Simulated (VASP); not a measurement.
The input files of a VASP run:

POSCAR:
```
AlGa3As4
1
    5.7369533981     0.0000000000     0.0000000000
    0.0000000000     5.7369533981     0.0000000000
    0.0000000000     0.0000000000     5.7369533981
Ga As Al
3 4 1
Direct
  0.0000000000   0.0000000000   0.0000000000
  0.5000000000   0.5000000000   0.0000000000
  0.5000000000   0.0000000000   0.5000000000
  0.2494179538   0.2505820462   0.2505820462
  0.7505820462   0.7494179538   0.2505820462
  0.7505820462   0.2505820462   0.7494179538
  0.2494179538   0.7494179538   0.7494179538
  0.0000000000   0.5000000000   0.5000000000
```

KPOINTS:
```
kpoints
0
G
 4 4 4
```

### INCAR
```
ALGO = Normal
EDIFF = 1E-6
ENCUT = 400
GGA = PE
ISMEAR = 0
LASPH = .TRUE.
LCHARG = .TRUE.
LMAXMIX = 4
LREAL = .FALSE.
LWAVE = .FALSE.
NELM = 100
PREC = Accurate
SIGMA = 0.05
SYSTEM = AlGa3As4
```

POTCAR, in this order: Ga_d As Al (PBE.64 set). Program: vasp_std.

Question: Write an equivalent input for Quantum ESPRESSO's pw.x.

Answer: One equivalent input (not run):
```
&CONTROL
  calculation = 'scf'
  pseudo_dir = './pseudo'
  outdir = './out'
  tprnfor = .true.
  tstress = .true.
/
&SYSTEM
  ibrav = 0
  nat = 8
  ntyp = 3
  ecutwfc = 84
  occupations = 'smearing'
  smearing = 'gaussian'
  degauss = 0.003675
  input_dft = 'pbe'
/
&ELECTRONS
  conv_thr = 7.3e-08
  electron_maxstep = 100
/
ATOMIC_SPECIES
  Ga 69.723 Ga.upf
  As 74.922 As.upf
  Al 26.982 Al.upf
CELL_PARAMETERS angstrom
     5.7369534    0.0000000    0.0000000
     0.0000000    5.7369534    0.0000000
     0.0000000    0.0000000    5.7369534
ATOMIC_POSITIONS crystal
  Ga   0.0000000  0.0000000  0.0000000
  Ga   0.5000000  0.5000000  0.0000000
  Ga   0.5000000  0.0000000  0.5000000
  As   0.2494180  0.2505820  0.2505820
  As   0.7505820  0.7494180  0.2505820
  As   0.7505820  0.2505820  0.7494180
  As   0.2494180  0.7494180  0.7494180
  Al   0.0000000  0.5000000  0.5000000
K_POINTS automatic
  4 4 4 0 0 0
```
The two are equivalent in intent, not identical: the potentials are each code's own (VASP's PAW set, PseudoDojo norm-conserving files in pw.x), so ENCUT and ecutwfc are chosen apart and not converted; conv_thr bounds pw.x's estimated SCF error, while EDIFF bounds the energy change between steps.

The structure was generated: AlGa3As4 was put into an ordered model structure (P-43m), which need not be its known phase. It was relaxed first.
